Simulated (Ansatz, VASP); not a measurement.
# Cross-check of NbTeS (1T-NbSTe monolayer) between VASP and Ansatz, part 2 of 2

Wanted: the spread between two codes on one cell, functional and k mesh. The structure shown is the start of the Ansatz relaxation below; VASP solves that cell, so the two are compared at the walk's first step.

VASP 6.6.1 and Ansatz 0.2.0.

So far: Starting point; Ansatz: relaxation, PBE with D3(BJ).

### 3. VASP: single point, PBE with D3(BJ), start cell

Level of this step: PBE with D3(BJ), zero-moment start; plane waves and PAW (Te, Nb_sv, S) (VASP).

The same cell, functional, mesh and smearing now go to VASP, with its own data sets.

Lines of VASP's logs that name or quote its potential files are left out, and so is its time.

The input, INCAR:

```
SYSTEM = NbTeS
PREC = Accurate
ENCUT = 400
EDIFF = 1E-06
NELM = 200
ISMEAR = -1
SIGMA = 0.05
LREAL = .FALSE.
ALGO = Normal
GGA = PE
IVDW = 12
NBANDS = 20
ISPIN = 2
MAGMOM = 0 -0 -0
LASPH = .TRUE.
LMAXMIX = 4
LORBIT = 11
LWAVE = .FALSE.
LCHARG = .FALSE.
ISIF = 2
LDIPOL = .TRUE.
IDIPOL = 3
DIPOL = 0.5 0.5 0.502
LVHAR = .TRUE.
GGA_COMPAT = .FALSE.
NELMDL = -8
KPAR = 2
```

The input, POSCAR:

```
NbTeS
1.0
    3.7238640000      0.0000000000      0.0000000000
   -1.8619320000      3.2249610000      0.0000000000
    0.0000000000      0.0000000000     37.5739510000
Te Nb S
1 1 1
Direct
    0.6666666667      0.3333333333      0.4564332348
    0.0000000000      0.0000000000      0.5072725251
    0.3333333333      0.6666666667      0.5435667652
```

The input, KPOINTS:

```
Automatic mesh
0
Gamma
12 12 1
0 0 0
```

Potentials, in the order of the species: Te, Nb_sv and S (PBE family, release 64).

Started as:

```
mpirun -np 2 vasp_std
```

Numbers of over 12 decimals in the logs are rounded to 6 here.

Log:

```text
[banner, memory and clock lines left out]
running    2 mpi-ranks, on    1 nodes
 distrk:  each k-point on    1 cores,    2 groups
 distr:  one band on    1 cores,    1 groups

 POSCAR found type information on POSCAR TeNbS
 POSCAR found :  3 types and       3 ions
 LDA part: xc-table for (Slater+PW92), standard interpolation
 POSCAR, INCAR and KPOINTS ok, starting setup
 FFT: planning ... GRIDC
 FFT: planning ... GRID_SOFT
 FFT: planning ... GRID
 WAVECAR not read
 entering main loop
       N       E                     dE             d eps       ncg     rms          rms(c)
DAV:   1     0.128217906445E+03    0.12822E+03   -0.93232E+03  2128   0.695E+02
DAV:   2    -0.162428485793E+01   -0.12984E+03   -0.12634E+03  2180   0.188E+02
DAV:   3    -0.206139830612E+02   -0.18990E+02   -0.18859E+02  2964   0.611E+01
DAV:   4    -0.210252666571E+02   -0.41128E+00   -0.40409E+00  2244   0.941E+00
DAV:   5    -0.210439521977E+02   -0.18686E-01   -0.18591E-01  2612   0.197E+00
DAV:   6    -0.210442983942E+02   -0.34620E-03   -0.34568E-03  2148   0.274E-01
DAV:   7    -0.210443157535E+02   -0.17359E-04   -0.17357E-04  2596   0.590E-02
DAV:   8    -0.210443160688E+02   -0.31538E-06   -0.31495E-06  2016   0.839E-03    0.970E+00
DAV:   9    -0.197657968198E+02    0.12785E+01   -0.12414E+01  2460   0.177E+01    0.702E+00
DAV:  10    -0.194702358724E+02    0.29556E+00   -0.36872E+00  2148   0.872E+00    0.327E+00
DAV:  11    -0.194210683598E+02    0.49168E-01   -0.71580E-01  2088   0.435E+00    0.136E+00
DAV:  12    -0.194079523732E+02    0.13116E-01   -0.91600E-02  2044   0.146E+00    0.395E-01
DAV:  13    -0.194070651412E+02    0.88723E-03   -0.54502E-03  1960   0.468E-01    0.399E-01
DAV:  14    -0.194067759367E+02    0.28920E-03   -0.11928E-03  2036   0.190E-01    0.247E-01
[...]
DAV:  22    -0.194063736927E+02   -0.41754E-04   -0.12547E-06  1768   0.379E-03    0.172E-03
DAV:  23    -0.194063923760E+02   -0.18683E-04   -0.24784E-07  1600   0.171E-03    0.105E-03
DAV:  24    -0.194064082909E+02   -0.15915E-04   -0.19229E-07  1568   0.138E-03    0.472E-04
DAV:  25    -0.194064192357E+02   -0.10945E-04   -0.16723E-07  1584   0.132E-03    0.441E-04
DAV:  26    -0.194064236741E+02   -0.44384E-05   -0.79460E-08  1496   0.831E-04    0.234E-04
DAV:  27    -0.194064257080E+02   -0.20340E-05   -0.12473E-08  1360   0.457E-04    0.134E-04
DAV:  28    -0.194064285364E+02   -0.28284E-05   -0.49781E-08  1360   0.585E-04    0.905E-05
DAV:  29    -0.194064292346E+02   -0.69817E-06   -0.69718E-09  1296   0.316E-04
   1 F= -.20329121E+02 E0= -.20316275E+02  d E =-.256921E-01  mag=     0.0000
```

Parts of OUTCAR (step 3):

```text
ion  position               nearest neighbor table
   1  0.667  0.333  0.456-   2 2.88   2 2.88   2 2.88
   2  0.000  0.000  0.507-   3 2.55   3 2.55   3 2.55   1 2.88   1 2.88   1 2.88
   3  0.333  0.667  0.544-   2 2.55   2 2.55   2 2.55

  LATTYP: Found a hexagonal cell.
 ALAT       =     3.7238640000
 C/A-ratio  =    10.0900438362

 Subroutine GETGRP returns: Found  6 space group operations
 (whereof  6 operations were pure point group operations)

The static configuration has the point symmetry C_3v.

 Found     19 irreducible k-points:

   k-points           NKPTS =     19   k-points in BZ     NKDIM =     19   number of bands    NBANDS=     20

   dimension x,y,z NGX =    24 NGY =   24 NGZ =  250
   dimension x,y,z NGXF=    48 NGYF=   48 NGZF=  500

   ENCUT  =  400.0 eV  29.40 Ry    5.42 a.u.   6.07  6.07 61.27*2*pi/ulx,y,z

   NELECT =      25.0000    total number of electrons

 k-points in reciprocal lattice and weights: Automatic mesh
   0.00000000  0.00000000  0.00000000       0.007
   0.08333333  0.00000000  0.00000000       0.042
   0.16666667  0.00000000  0.00000000       0.042
   0.25000000  0.00000000  0.00000000       0.042
   0.33333333  0.00000000  0.00000000       0.042
   0.41666667  0.00000000  0.00000000       0.042
   0.50000000  0.00000000  0.00000000       0.021
   0.08333333  0.08333333  0.00000000       0.042
   0.16666667  0.08333333  0.00000000       0.083
[...]
0.33333333  0.25000000  0.00000000       0.083
   0.33333333  0.33333333  0.00000000       0.014

 dipolmoment           0.000000      0.000000      0.052610 electrons x Angstroem

 average (electrostatic) potential at core
       1 -97.4343       2 -92.7777       3 -94.7160

 E-fermi :  -2.9663

 spin component 1
 k-point     1 :       0.0000    0.0000    0.0000
  band No.  band energies     occupation
    ...
      8      -6.4504      1.00000
      9      -6.4504      1.00000
     10      -5.1312      1.00000
     11      -3.1574      0.97857
     12      -3.1574      0.97857
     13      -2.7788      0.02295
     14      -2.7788      0.02295
     15      -2.3894      0.00001
     16       0.4131      0.00000
     17       0.4131      0.00000
    ...

 k-point     2 :       0.0833    0.0000    0.0000
  band No.  band energies     occupation
    ...
      8      -6.6248      1.00000
      9      -6.4215      1.00000
     10      -4.9716      1.00000
     11      -3.7583      1.00000
     12      -3.5040      0.99998
     13      -2.8728      0.13346
     14      -2.4346      0.00002
     15      -2.0835      0.00000
     16       0.0041      0.00000
     17       0.3285      0.00000
    ...

 k-point     3 :       0.1667    0.0000    0.0000
  band No.  band energies     occupation
    ...
      9      -6.3548      1.00000
     10      -4.9647      1.00000
     11      -4.6090      1.00000
     12      -3.9000      1.00000
     13      -3.0081      0.69735
     14      -2.0686      0.00000
     15      -1.8943      0.00000
     16      -0.4520      0.00000
     17       0.1884      0.00000
     18       1.2919      0.00000
    ...

 k-point     4 :       0.2500    0.0000    0.0000
  band No.  band energies     occupation
    ...
      9      -6.2999      1.00000
     10      -5.9845      1.00000
     11      -4.6787      1.00000
     12      -4.1511      1.00000
     13      -3.2169      0.99338
     14      -1.8954      0.00000
     15      -1.8920      0.00000
     16      -0.3595      0.00000
     17       0.1562      0.00000
     18       1.8228      0.00000
    ...

 k-point     5 :       0.3333    0.0000    0.0000
  band No.  band energies     occupation
    ...
      9      -6.4783      1.00000
     10      -6.2951      1.00000
     11      -4.9771      1.00000
     12      -4.2397      1.00000
     13      -3.3972      0.99982
     14      -1.8731      0.00000
     15      -1.7757      0.00000
     16       0.0203      0.00000
     17       0.2241      0.00000
     18       2.1588      0.00000
    ...

 k-point     6 :       0.4167    0.0000    0.0000
  band No.  band energies     occupation
    ...
      9      -6.3230      1.00000
     10      -6.3048      1.00000
     11      -5.2468      1.00000
     12      -4.2331      1.00000
     13      -3.4821      0.99997
     14      -1.8868      0.00000
     15      -1.6156      0.00000
     16       0.2905      0.00000
     17       0.3033      0.00000
     18       1.8121      0.00000
    ...

 Edisp (eV)   -0.92269

  Total      -4.68962    -4.68962    -1.71763     0.00000     0.00000     0.00000
  in kB     -16.65111   -16.65111    -6.09867     0.00000     0.00000     0.00000
  external pressure =      -13.13 kB  Pullay stress =        0.00 kB

  energy-cutoff  :      400.00
  volume of cell :      451.24
      direct lattice vectors                 reciprocal lattice vectors
     3.723864000  0.000000000  0.000000000     0.268538271  0.155040635  0.000000000
    -1.861932000  3.224961000  0.000000000     0.000000000  0.310081269  0.000000000
     0.000000000  0.000000000 37.573951000     0.000000000  0.000000000  0.026614183

 POSITION                                       TOTAL-FORCE (eV/Angst)
 -----------------------------------------------------------------------------------
      1.86193      1.07499     17.15000        -0.000000     -0.000000      0.420106
      0.00000      0.00000     19.06023        -0.000000     -0.000000      0.187954
     -0.00000      2.14997     20.42395         0.000000      0.000000     -0.608060
 -----------------------------------------------------------------------------------
    total drift:                               -0.000000     -0.000001      0.000107

  FREE ENERGIE OF THE ION-ELECTRON SYSTEM (eV)
  ---------------------------------------------------
  free  energy   TOTEN  =       -20.3291209405 eV

  energy  without entropy=      -20.3034288166  energy(sigma->0) =      -20.31627488

 vacuum level on the upper side and lower side of the slab         2.320         1.527

 total charge
# of ion       s       p       d       tot
------------------------------------------
    1        1.386   1.960   0.041   3.387
    2        2.150   6.001   2.301  10.452
    3        1.348   2.336   0.000   3.684
--------------------------------------------------
tot          4.884  10.297   2.341  17.522

 magnetization (x)
# of ion       s       p       d       tot
------------------------------------------
    1       -0.000  -0.000   0.000  -0.000
    2        0.000   0.000   0.000   0.000
    3        0.000   0.000   0.000   0.000
--------------------------------------------------
tot          0.000  -0.000   0.000   0.000

[... 5 further parts left out ...]
```

This run allows spin, but its moments start at zero, where symmetry between the spins tends to hold them. Its electron count is odd, so without a moment it is a metal by construction.

### 4. Comparison

Known differences besides the potentials themselves: Ansatz cuts the interaction across the vacuum, VASP repeats the sheet with a dipole correction; the data sets hold 35 valence electrons in Ansatz (on its default PAW (the set named soft_2) files) and 25 in VASP; the cutoff is 420 eV in Ansatz and 400 eV in VASP. Total energies have different zeros and are not compared.

Forces (eV/Å; atoms numbered as in POSCAR):

```tsv
atom	Ansatz x, y, z	VASP x, y, z
Te1	0.000, 0.000, 0.419	0.000, 0.000, 0.420
Nb2	0.000, 0.000, 0.182	0.000, 0.000, 0.188
S3	0.000, 0.000, -0.601	0.000, 0.000, -0.608
```

The forces differ by 3.0 meV/Å r.m.s., which is 1.2 % of the r.m.s. force of 0.254 eV/Å (both taken over all components). Moments aren't recorded for both runs of this pair, so they may hold unlike magnetic states. With vacuum in the cell, a pressure given here is an average over mostly empty space and none of the material.

### 5. What came out

```yaml
r_m_s_force_difference_single_point_pbe_with_d3_bj_start_cell: 1.2 % of the r.m.s. force
```

In words: The r.m.s. force difference is 1.2 % of the r.m.s. force (single point, PBE with D3(BJ), start cell), within the 3 % picked in this series as the mark of a large difference. The data sets hold unlike numbers of valence electrons (35 in Ansatz and 25 in VASP), so part of the differences comes from the potentials. 1 further run of this series is not shown here. How closely two codes agree says nothing of how well the functional describes the real material.

[Lines on the potential files, build, host, timing and source positions are cut from VASP's logs without a mark.]

[Logs are printed without paths, hosts, clocks, repeated set-up lines and the standing remarks that a program may print on its own settings, such as how far it seeks lower states.]

[Hosts, paths, dates, database ids (printed as entryN), source tags and the programs' standing remarks are cut or masked in the printed files.]
